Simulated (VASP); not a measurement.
BeCd2S3:

```
CELL_PARAMETERS angstrom
3.38753 -6.16137 0.00481
3.25763 6.08775 -0.04905
-2.05779 -0.00636 6.33420
ATOMIC_POSITIONS crystal
Be 0.05861 0.89957 0.50266
Be 0.88754 0.06493 0.96134
Cd 0.42146 0.59101 0.50490
Cd 0.77021 0.25947 0.52021
Cd 0.58398 0.40494 0.99960
Cd 0.26187 0.77219 0.96841
S 0.75415 0.56519 0.38524
S 0.02771 0.16266 0.35295
S 0.32942 0.85353 0.38229
S 0.58043 0.77338 0.90088
S 0.15838 0.01148 0.83552
S 0.87185 0.31632 0.87805
```

The cell was built by a generator and needn't be a form met in nature.

```yaml
Program: VASP 6.6.1
Task: relaxation of cell and atoms
Functional: PBE
Potentials_or_basis: VASP PAW PBE potentials, release 64 (Be, Cd, S)
Cutoff: 520 eV
k_mesh: 3 × 3 × 3
Occupations: gaussian, width 0.05 eV
Spin: no spin polarisation
```

At the start: pressure 2.9 GPa; volume 21.43 Å³/atom.

Task: How do energy, volume and symmetry change on relaxing?

Result: Over 14 steps the energy falls by 127.6 meV/atom and the volume is 21.45 Å³/atom (+0.1 %); space group Cc (No. 9, to 0.05 Å).

The path:
| step | energy change (eV) | largest force (eV/Å) | pressure (GPa) | volume (Å³) |
| --- | --- | --- | --- | --- |
| 1 | 0.0000 | 2.5132 | 2.89 | 257.20 |
| 2 | -1.0410 | 0.8368 | -2.52 | 271.83 |
| 3 | -1.0605 | 0.7006 | -3.10 | 274.33 |
| 4 | -1.3798 | 0.5198 | -0.34 | 260.24 |
| 5 | -1.3931 | 0.5325 | 0.57 | 256.69 |
| 6 | -1.4742 | 0.3884 | 0.33 | 256.88 |
| 7 | -1.5045 | 0.3462 | 0.17 | 257.05 |
| 8 | -1.5248 | 0.1066 | -0.19 | 258.23 |
| 9 | -1.5251 | 0.1026 | -0.23 | 258.36 |
| 10 | -1.5293 | 0.0759 | 0.08 | 256.97 |
| 11 | -1.5294 | 0.0721 | 0.23 | 256.58 |
| 12 | -1.5309 | 0.0608 | 0.03 | 257.32 |
| 13 | -1.5309 | 0.0624 | 0.01 | 257.30 |
| 14 | -1.5316 | 0.0297 | -0.02 | 257.45 |

Final structure:
```xyz
12
Lattice="3.3892 -5.9724 0.0030 3.3853 5.9694 -0.0014 -2.0545 0.0013 6.3643" Properties=species:S:1:pos:R:3 pbc="T T T"
Be    2.3176    5.0513    3.1077
Be    1.3051   -5.0769    6.3052
Cd    2.3025    0.9997    3.1437
Cd    2.3432   -3.1285    3.1555
Cd    1.2788   -1.0385    6.3267
Cd    1.3435    3.0929    6.3153
S     3.6826   -1.0420    2.4986
S    -0.0473    0.7128    2.1241
S     3.2992    3.2730    2.4941
S     2.6686    1.0013    5.6793
S    -1.0678   -0.7323    5.3021
S     2.2915   -3.3043    5.6933
```
